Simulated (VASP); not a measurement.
SnSe (relaxed from the zinc blende structure, space group F-43m) relaxed at rising pressure, in one space group throughout; other phases were not tried. The pressures are those reached. Level of theory: PBEsol GGA, VASP's PBE PAW potentials (set 64) (plane waves; VASP).

| P (GPa) | V (Å³/atom) | k-mesh |
|---|---|---|
| 0.08 | 36.817 | 10×10×10 |
| 4.99 | 32.498 | 10×10×10 |
| 9.99 | 29.776 | 10×10×10 |
| 20.00 | 26.302 | 11×11×11 |
| 30.01 | 24.179 | 11×11×11 |

A change of mesh leaves a small step in the series.

### Question
Fit an equation of state and predict the volume at 45.02 GPa.

### Answer
Least squares on the third-order Birch-Murnaghan form, P = (3B0/2)(y⁷ − y⁵)[1 + (3/4)(B′ − 4)(y² − 1)] with y = (V0/V)^(1/3), gives V0 = 36.993 Å³/atom, B0 = 29 GPa and B′ = 4.1, and so 21.950 Å³/atom. The run gave 21.886 Å³/atom, -0.3 % from the fit.

Pressures at which the relaxation failed are left out.

The structure was generated: SnSe was put into the zinc blende type (F-43m), which need not be its known phase.
